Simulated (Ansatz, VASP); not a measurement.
**Cross-check of In2S between VASP and Ansatz**

Wanted: the spread between two codes on one cell, functional and k mesh. The cell is generated by rule, not measured, and may not be a known phase. The two relaxations start from unlike cells of this crystal (the structure described is Ansatz's start), so only their ends are compared.

Program: Ansatz 0.2.0. Level of theory: plane waves, with VASP 6.6.1 beside it; relaxation of cell and atoms at PBEsol. Results are calculated unless marked as measured.

The structure was built from a prototype and need not be the compound's stable phase.

## 1. The structure

The structure is orthorhombic, space group Pmmn (No. 59). The conventional cell has a = 4.934 Å, b = 6.978 Å, c = 4.934 Å, α = 90.00°, β = 90.00°, γ = 90.00°. Nearest to S lie 6 In at 2.61 to 3.10 Å. Nearest to In lie 3 S at 2.61 to 3.10 Å. Farther neighbours and most contacts between anions are not listed.

## 2. Ansatz: relaxation of cell and atoms, PBEsol

Ansatz runs on its default PAW (the set named soft_2) files.

The relaxed volume is the usual yardstick between codes: in a stiff, nearly cubic crystal its relative difference is about their pressure difference at one cell divided by the bulk modulus.

The input, input.yaml:

```yaml
crystal:
  lattice:
    - [0.0, -3.4890740757, -3.4890740757]
    - [0.0, 3.4890740757, -3.4890740757]
    - [6.9781481514, 0.0, 0.0]
  atoms:
    - { symbol: S, position: [0.3784021034, 0.5, 0.5] }
    - { symbol: S, position: [0.1215978966, 0.0, 0.0] }
    - { symbol: In, position: [-0.0156147747, 0.5, 0.75] }
    - { symbol: In, position: [0.5156147747, 0.0, 0.25] }
    - { symbol: In, position: [0.9843852253, 0.5, 0.25] }
    - { symbol: In, position: [0.5156147747, 0.0, 0.75] }
kpoints:
  mp_grid: { grid: [6, 6, 6] }
hamiltonian:
  xc: pbesol
scf:
  occupations: { method: methfessel_paxton, width: 0.15 }
output:
  forces: true
  stress: true
  eigenvalues: true
relax:
  adjacent_minimum: "off"
  f_tol: 0.002
  max_steps: 120
  cell: { stress_tol: 0.03 }
```

The run is started by

```sh
$ ansatz run input.yaml --threads 4 --pin off --max-ram 7168MiB --backend cpu --events-out ev --progress --plain --runs-dir out
```

Numbers of over 12 decimals in the logs are rounded to 6 here.

The program printed:

```text
Engine: ansatz 0.2.0, x86_64-unknown-linux-gnu
Pseudopotentials: kind: paw
Pseudopotential: S, paw, valence charge 6, recommended cutoff 420 eV (normal), S.paw.azcp
Pseudopotential: In, paw, valence charge 13, recommended cutoff 420 eV (normal), In.paw.azcp
Functional definition: PBEsol
  exchange = pbesol_x
  correlation = pbesol_c
Crystal: 6 atoms, lattice volume = 169.899 Å³
Basis set: ecut = 420 eV, 3299 PW (Γ), exchange–correlation on 72×72×96 points (8 copies of the dense FFT grid, shifted against one another)
Bands: 39, of which v1, the nominal top of the filled ones, is band 32 counted from 1 (31 counted from 0)
Symmetry: 8 space group operations
Space group: Pmmn (ITA 59), of the structure as read, at distance tolerance 5.5e-5 Å
k-points: 64 of 216
Non-local potential: S, projectors of the file, l = 0: 2, l = 1: 2, l = 2: 2
Non-local potential: In, projectors of the file, l = 0: 2, l = 1: 2, l = 2: 2, l = 3: 2
PAW form: soft (Blöchl's): semilocal exchange-correlation on the pseudo side does not see the compensation charge
PAW frozen core: S, regenerated for the run's functional, and the local potential with it (the file was generated under x = pbe(κ = 0.804, μ = 0.219515), c = pbe(β = 0.066725))
PAW frozen core: In, regenerated for the run's functional, and the local potential with it (the file was generated under x = pbe(κ = 0.804, μ = 0.219515), c = pbe(β = 0.066725))
PAW one-centre angular grid: S, 110 points (default); XC on 64 Gauss nodes
PAW one-centre angular grid: In, 590 points (default); XC on 64 Gauss nodes
Initial density: superposition of atomic densities (neutral atoms: chi_scale 0, normalization atom), corrected by the library's trained network
Initial wavefunctions: pseudopotential atomic-orbital guess
Functional: x = pbesol(κ = 0.804, μ = 0.123457), c = pbesol(β = 0.046)
SCF iter   1: F=—  HF=-23871.843878 eV  |F-HF|=—  |Δ(HF+E_count)|=         —  Δρ=4.55e-3  dr2=6.01e-2  ethr=1.77e-3  ⟨swp⟩=6.4  Hψ=9889  notcnv=0
preconditioner: auto → LDOS  [metal: Δε(μ)=0.031 eV  Ē_g=13.186 eV  σ=0.150 eV  W_gap=0.17  n_scr=36 (ndim 8)  ℏωp=22.8 eV  f_vac=0.032  D(μ)=1.39/eV (n_scr^D=2)  β→1.0]
SCF iter   2: F=—  HF=-23871.838075 eV  |F-HF|=—  |Δ(HF+E_count)|=   5.80e-3  S|Δr|=    0.00e0  Δρ=3.09e-3  dr2=2.54e-2  ethr=9.39e-5  ⟨swp⟩=2.0  Hψ=5060  notcnv=0  defer=3
SCF iter   3: F=—  HF=-23871.830126 eV  |F-HF|=—  |Δ(HF+E_count)|=   7.95e-3  S|Δr|=    0.00e0  Δρ=3.37e-4  dr2=1.85e-4  ethr=3.96e-5  ⟨swp⟩=2.0  Hψ=4458  notcnv=0  defer=3
SCF iter   4: F=—  HF=-23871.830138 eV  |F-HF|=—  |Δ(HF+E_count)|=   1.20e-5  S|Δr|=    0.00e0  Δρ=1.38e-4  dr2=4.02e-5  ethr=2.89e-7  ⟨swp⟩=2.0  Hψ=4476  notcnv=0  defer=3
SCF iter   5: F=—  HF=-23871.830187 eV  |F-HF|=—  |Δ(HF+E_count)|=   4.88e-5  S|Δr|=    0.00e0  Δρ=2.65e-5  dr2=2.64e-6  ethr=6.28e-8  ⟨swp⟩=2.0  Hψ=4460  notcnv=0  defer=3
SCF iter   6: F=—  HF=-23871.830187 eV  |F-HF|=—  |Δ(HF+E_count)|=   2.79e-7  S|Δr|=    0.00e0  Δρ=1.08e-5  dr2=3.34e-7  ethr=4.13e-9  ⟨swp⟩=2.1  Hψ=4186  notcnv=0  defer=3
SCF iter   7: F=-23871.830187 eV  HF=-23871.830187 eV  |F-HF|=6.97e-9  |Δ(HF+E_count)|=   4.95e-8  S|Δr|=    0.00e0  Δρ=1.96e-6  dr2=8.03e-9  ethr=1.56e-10  ⟨swp⟩=9.0  Hψ=10482  notcnv=0
SCF 1 converged in 7 iterations: F = -23871.830187 eV  dr2 = 8.03e-9
  greatest PAW one-centre occupation: 0.983 electrons in one spin orbital (limit 2), on the In atom at site 5 (counted from 0), in its partial waves of l = 2
relax step   1: F+E_penalty+E_count = -23871.83018693 eV  Δ(F+E_penalty+E_count) = +0.000e0 eV  max|allowed force component| = 5.604e-1 eV/Å  Δτ_max = 0.0000 Å  P = +0.392 GPa  Ω = 169.899 Å³  (7 SCF iters, dr2 threshold 1.00e-7 eV, accepted)
[...]
relax step  27: F+E_penalty+E_count = -23872.83546933 eV  Δ(F+E_penalty+E_count) = -1.787e-4 eV  max|allowed force component| = 3.211e-3 eV/Å  Δτ_max = 0.0104 Å  P = -0.017 GPa  Ω = 153.996 Å³  energy of the carried Pulay correction = +8.167e-4 eV  (6 SCF iters, dr2 threshold 1.38e-8 eV, accepted)
[...]
relax step  28: F+E_penalty+E_count = -23872.83555384 eV  Δ(F+E_penalty+E_count) = -8.451e-5 eV  max|allowed force component| = 5.409e-4 eV/Å  Δτ_max = 0.0013 Å  P = -0.006 GPa  Ω = 153.848 Å³  energy of the carried Pulay correction = +8.439e-4 eV  (5 SCF iters, dr2 threshold 8.06e-9 eV, accepted)
[...]
relax step  29: F+E_penalty+E_count = -23872.83563427 eV  Δ(F+E_penalty+E_count) = -8.043e-5 eV  max|allowed force component| = 5.593e-4 eV/Å  Δτ_max = 0.0000 Å  P = -0.010 GPa  Ω = 153.848 Å³  stress off target by 2.40e-2 GPa  SCF on the basis re-selected at this cell (its energy is not comparable with the rows above)  (6 SCF iters)
basis re-selected at this cell: Δ(F+E_penalty+E_count) = -8.043e-5 eV, ΔP = -0.004 GPa vs the last step (what re-selecting the basis moved, of the pressure what is left beyond the Pulay correction that the steps carried, after the strain that the cell walked since its last selection, with what the two solves' SCF thresholds leave and, on support functions, any second-order correction that the steps lacked; it is no measure of the basis error at this ecutwfc). The dense FFT grid was sized anew with the basis: this SCF ran on 45×25×45 points, the steps before it on 40×30×45, so part of this shift can come from that change (see relax.cell in the input reference). [rest of the remark cut]
SCF converged after 6 iterations
Stability not checked: this state was not tested for a lower state beside it, because cold or Methfessel-Paxton smearing, or corrected tetrahedra, fill the levels in a way that the test cannot read (fill_not_monotonic; see scf.lower_state_search)
Free energy (F): -23872.835634 eV
Harris-Foulkes:  -23872.835634 eV  (|F-HF|=0.00e0)
Internal energy: -23872.836189 eV  (E = F + TS)
E sigma→0 (E₀):  -23872.835773 eV
Entropy (-TS):   0.000555 eV (0.092 meV/atom)
Fermi energy:    8.329976 eV
--- Per-component energies (eV) ---
  E_band       = -170.129329
  E_kinetic    = 1176.525057
  E_local      = -4989.151111  (includes V_loc(G=0)·N_el)
  E_nonlocal   = 1528.538453
  E_hartree    = 1945.140446
  E_xc         = -1048.132051
  E_vxc        = -575.678034  (∫ρ·V_xc dr)
  E_paw        = -17491.832851  (= ΣΔE_a)
  E_vpaw       = -1200.644654  (= ΣTr[D̂ρ^β])
  E_aug_tail   = 0.000104  (compensation charges beyond the density's cutoff)
  E_ewald      = -4994.991747
  E_core_change = 1.067509  (= ΣΔE_core)
  E_smearing   = 0.000555  (= −TS)
  E_closure    = 0.000000  (closes the sum)
  Σ components = -23872.835634   (vs F -23872.835634, Δ=0.00e0)
--- Forces (eV/Å), atoms counted from 1 ---
  atom   1  S      0.00000000     0.00000284     0.00000284
  atom   2  S     -0.00000000    -0.00000284    -0.00000284
  atom   3  In     0.00044588    -0.00055932    -0.00055932
  atom   4  In     0.00044588     0.00055932     0.00055932
  atom   5  In    -0.00044588    -0.00055932    -0.00055932
  atom   6  In    -0.00044588     0.00055932     0.00055932
  max |Σ_I F_I| component: 3.30e-17 eV/Å
--- Stress (GPa, compression-positive) ---
       -0.012298       0.000000      -0.000000
        0.000000      -0.009574       0.014439
       -0.000000       0.014439      -0.009574
  P = ⅓ Tr σ = -0.0105 GPa (-0.105 kbar)
--- Band table (eV; the first three rows and the last of 64) ---
  k-point 0: bands = [... 28 lower, 5.8653, 6.4312, 6.5594, 7.8422, 9.4669, 9.5417, 11.5033, 12.6124, ... 3 higher]
  k-point 1: bands = [... 28 lower, 5.9102, 6.5117, 7.1535, 7.3443, 9.3500, 10.1573, 11.5284, 12.5445, ... 3 higher]
  k-point 2: bands = [... 28 lower, 6.0340, 6.3818, 7.1152, 8.0591, 9.1562, 10.7448, 11.8288, 12.1233, ... 3 higher]
  k-point 63: bands = [... 28 lower, 6.7161, 6.7161, 6.9262, 6.9262, 8.5529, 8.5529, 11.0881, 11.0881, ... 3 higher]
--- Relaxed structure (27 steps of the walk, 23 accepted, 2 SCFs on fresh bases) ---
  F+E_penalty+E_count = -23872.83563427 eV   max|allowed force component| = 5.593e-4 eV/Å   (the final SCF, on the basis selected at the relaxed cell)
  cell:  # Å, volume = 153.8478 Å³
    - [0, -4.386421, -4.386421]
    - [0, 2.623388, -2.623388]
    - [6.684800, 0, 0]
  atoms:
    - { symbol: S, position: [0.349139, 0.5, 0.500000] }
    - { symbol: S, position: [0.150861, 2.7755575615628914e-17, 3.314582299562816e-19] }
    - { symbol: In, position: [-0.037095, 0.500000, 0.738247] }
    - { symbol: In, position: [0.537095, 0.0, 0.238247] }
    - { symbol: In, position: [0.962905, 0.500000, 0.261753] }
    - { symbol: In, position: [0.537095, 0.0, 0.761753] }
```

In the SCF lines HF is the Harris–Foulkes energy and dr2 the Hartree energy of the density residual, in eV; the loop may stop once dr2 is under the threshold and the program's other checks hold. Hψ counts applications of the Hamiltonian.

(Continued in part 2 of 2.)

[Lines on the potential files, build, host, timing and source positions are cut from VASP's logs without a mark.]

[Logs are printed without paths, hosts, clocks, repeated set-up lines and the standing remarks that a program may print on its own settings, such as how far it seeks lower states.]

[Hosts, paths, dates, database ids (printed as entryN), source tags and the programs' standing remarks are cut or masked in the printed files.]
